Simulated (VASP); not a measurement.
Ag:

```
Ag
1.0
     0.00000    2.06750    2.06750
     2.06750    0.00000    2.06750
     2.06750    2.06750    0.00000
Ag
1
Direct
  0.00000 0.00000 0.00000
```

| Item | Value |
| --- | --- |
| Program | VASP 6.6.1 |
| Task | relaxation of cell and atoms |
| Functional | r2SCAN |
| Dispersion | rVV10 |
| Potentials or basis | VASP PAW PBE potentials, release 64 (Ag) |
| Cutoff | 600 eV |
| k mesh | 18 × 18 × 18 |
| Occupations | gaussian, width 0.1 eV |
| Spin | no spin polarisation |

At the start: pressure -3.9 GPa; volume 17.68 Å³/atom.

Task: How do energy, volume and symmetry change on relaxing?

Result: Over 3 steps the energy falls by 8.5 meV/atom and the volume is 17.01 Å³/atom (-3.8 %); space group Fm-3m (No. 225, to 0.05 Å).

Step by step:
| step | energy change (eV) | largest force (eV/Å) | pressure (GPa) | volume (Å³) |
| --- | --- | --- | --- | --- |
| 1 | 0.0000 | 0.0000 | -3.90 | 17.68 |
| 2 | -0.0047 | 0.0000 | 3.01 | 16.60 |
| 3 | -0.0085 | 0.0000 | 0.01 | 17.01 |

Final structure:
```
Ag
1.0
     0.00000    2.04122    2.04122
     2.04122    0.00000    2.04122
     2.04122    2.04122    0.00000
Ag
1
Direct
  0.00000 0.00000 0.00000
```

Caveat: the PAW data sets were made with another functional, which shifts forces and pressure a little.
